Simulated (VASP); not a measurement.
Input:

```xyz
1
Lattice="0.0000 2.0248 2.0248 2.0248 0.0000 2.0248 2.0248 2.0248 0.0000" Properties=species:S:1:pos:R:3 pbc="T T T"
Al     0.0000     0.0000     0.0000
```

Calculation: SCAN meta-GGA, VASP's PBE PAW potentials (set 64) (plane waves; VASP). Run with 400 eV cut-off, 14×14×14 Γ-centred mesh, first-order Methfessel-Paxton smearing of 0.10 eV, potentials Al.

Energy and stress use the plane-wave basis of the starting cell.

### Question
The ions, cell shape and volume are relaxed. Give the cell that the relaxation ends in.

### Answer

```xyz
1
Lattice="0.0000 2.0002 2.0002 2.0002 0.0000 2.0002 2.0002 2.0002 0.0000" Properties=species:S:1:pos:R:3 pbc="T T T"
Al     0.0000     0.0000     0.0000
```
Space group Fm-3m (225), at a tolerance of 0.03 Å.

### Question
How do energy and volume change from the first to the last step?

### Answer
The energy (σ→0) changes by -4.8 meV/atom and the volume by -3.6 %, in 3 ionic steps.

```csv
step,E(σ→0) (eV),max force (eV/Å),pressure (GPa),volume (Å³)
1,-7.7318,0.000,-2.64,16.60
2,-7.7365,0.000,0.24,15.95
3,-7.7366,0.000,0.00,16.01
```

The structure comes from a measured Al entry (Fm-3m) of the Crystallography Open Database, whose conditions weren't checked. This run relaxes it. Symmetry was kept, so distortions that lower it aren't found.
